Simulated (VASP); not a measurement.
OSZICAR of a VASP run on MnSe (space group F-43m):

**OSZICAR**
```
       N       E                     dE             d eps       ncg     rms          rms(c)
DAV:   1     0.784457560221E+02    0.78446E+02   -0.83828E+03  2115   0.816E+02
DAV:   2    -0.113678174614E+02   -0.89814E+02   -0.85768E+02  1859   0.238E+02
DAV:   3    -0.149876491674E+02   -0.36198E+01   -0.35985E+01  2188   0.543E+01
DAV:   4    -0.150225844750E+02   -0.34935E-01   -0.34932E-01  1929   0.535E+00
DAV:   5    -0.150231059732E+02   -0.52150E-03   -0.52148E-03  2350   0.671E-01    0.918E+00
DAV:   6    -0.141674207697E+02    0.85569E+00   -0.90149E+00  1756   0.370E+01    0.941E+00
DAV:   7    -0.139831736416E+02    0.18425E+00   -0.12671E+00  1754   0.182E+01    0.488E+00
DAV:   8    -0.139786057849E+02    0.45679E-02   -0.41650E-02  1936   0.186E+00    0.267E+00
DAV:   9    -0.139637150687E+02    0.14891E-01   -0.33207E-02  2251   0.193E+00    0.805E-01
DAV:  10    -0.139676896436E+02   -0.39746E-02   -0.10593E-02  1866   0.128E+00    0.223E-01
DAV:  11    -0.139677982101E+02   -0.10857E-03   -0.13576E-03  2060   0.291E-01    0.716E-02
DAV:  12    -0.139677766831E+02    0.21527E-04   -0.12639E-04  2062   0.819E-02    0.445E-02
DAV:  13    -0.139677765342E+02    0.14888E-06   -0.15596E-05  1961   0.434E-02    0.384E-02
DAV:  14    -0.139677804495E+02   -0.39154E-05   -0.11603E-05  1984   0.396E-02    0.129E-02
DAV:  15    -0.139677810667E+02   -0.61719E-06   -0.14614E-06  1318   0.154E-02
   1 F= -.13967781E+02 E0= -.13961475E+02  d E =-.126127E-01  mag=     4.7181
```

Question: Which electronic solver shows in the log?

Answer: It is blocked Davidson (ALGO = Normal, or the opening steps of other solvers). The INCAR had ALGO = Normal.

Question: How was spin treated?

Answer: Collinear spin (ISPIN = 2): the summary line carries one mag value, 4.72 μB in the cell.

Question: Can the final energy be trusted as converged?

Answer: The run converged. It stopped with EDIFF = 1E-6, NELM = 100 (LDA (Ceperley-Alder, Perdew-Zunger), plane waves, VASP's LDA PAW potentials (set 64)).  The moments were started parallel, and other spin orders were not tried in this run.

The structure comes from a measured MnSe entry of the Crystallography Open Database, whose conditions weren't checked. The cell was not relaxed at this level. The run is one of a series of settings (GGA removed, POTCAR Mn_pv Se (LDA.64 set) against the base run), some of them coarse on purpose.
